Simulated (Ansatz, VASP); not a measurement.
# Two plane-wave programs on InBSe2

```
CELL_PARAMETERS angstrom
3.79732 0.00000 0.00000
-1.89866 3.28858 0.00000
0.00000 0.00000 5.88585
ATOMIC_POSITIONS crystal
In 0.00000 0.00000 0.50000
B 0.00000 0.00000 0.00000
Se 0.33333 0.66667 0.25000
Se 0.66667 0.33333 0.75000
```

Alike in both runs: task single point; functional PBE; k mesh 6 × 6 × 4; occupations gaussian, width 0.1 eV; no spin polarisation.

|  | VASP | Ansatz |
| --- | --- | --- |
| version | VASP 6.6.1 | Ansatz 0.2.0 |
| potentials or method | VASP PAW PBE potentials, release 64 (In_d, B, Se) | scalar-relativistic, plane waves, PAW |
| plane-wave cutoff (eV) | 520 | 420 |
| valence electrons in the cell | 28 | 48 |

|  | VASP | Ansatz | Ansatz less VASP |
| --- | --- | --- | --- |
| gap on the k mesh at the Fermi level (eV) | none | none | - |
| pressure (GPa) | 13.2 | 13.1 | -0.10 |
| largest component of the traceless stress (GPa) | 3.76 | 3.78 | +0.012 |
| rms of the force components (eV/Å) | 0.764 | 0.759 | -0.0057 |

Atom by atom the forces differ by 0.006 eV/Å (rms over components). A gap of «none» marks a metal or a gap that the smearing closes. The two sets of potentials don't hold the same shells in valence.

Caveats: forces of over 1 eV/Å show positions far from the minimum, so gaps and moduli don't describe the material at rest.
